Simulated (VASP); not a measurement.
Write the native input for VASP 6.6.1 that does the following.

```yaml
Task: single point
Functional: PBE
Potentials_or_basis: VASP PAW PBE potentials, release 64 (Ga_d, Ge_d)
Cutoff: 520 eV
k_mesh: 3 × 3 × 3
Occupations: fermi-dirac, width 0.1 eV
Spin: no spin polarisation
Dipole_correction: no
Further_INCAR_settings: ALGO = Normal; EDIFF = 1e-06; NBANDS = 36
```

The structure of GaGe3 lies in POSCAR:

```
GaGe3
1.0
    4.2784660000      0.0000000000      0.0000000000
    0.0000000000      4.2784660000      0.0000000000
    0.0000000000      0.0000000000      4.2784660000
Ga Ge
1 3
Direct
    0.0000000000      0.0000000000      0.0000000000
    0.0000000000      0.5000000000      0.5000000000
    0.5000000000      0.0000000000      0.5000000000
    0.5000000000      0.5000000000      0.0000000000
```

The cell comes from a database or a generator and needn't be the stable form of this composition.

These files were run (other wordings do the same):

INCAR

```
ALGO = Normal ; EDIFF = 1E-6
ENCUT = 520 ; GGA = PE
ISIF = 2 ; ISMEAR = -1
LASPH = T ; LCHARG = F
LREAL = F ; LWAVE = F
NBANDS = 36 ; NELM = 100
PREC = Accurate ; SIGMA = 0.1
```

KPOINTS

```
k-points
0
Gamma
  3 3 3
```

Potentials or basis: VASP PAW PBE potentials, release 64 (Ga_d, Ge_d).

Run with:

```console
$ cat potpaw_PBE.64/Ga_d/POTCAR potpaw_PBE.64/Ge_d/POTCAR > POTCAR
$ mpirun -np 1 vasp_std > vasp.out
```

It gave:

```
Pressure               : 1.1 GPa
Band gap on the k mesh : none (metal or under the smearing width)
```

Caveat: the k mesh is coarse (spacing up to 0.49 Å⁻¹), so the values aren't converged.

Wall time 10 s on 1 thread of Intel(R) Xeon(R) Platinum 8488C (Sapphire Rapids), on a shared host, peak memory 0.17 GiB.
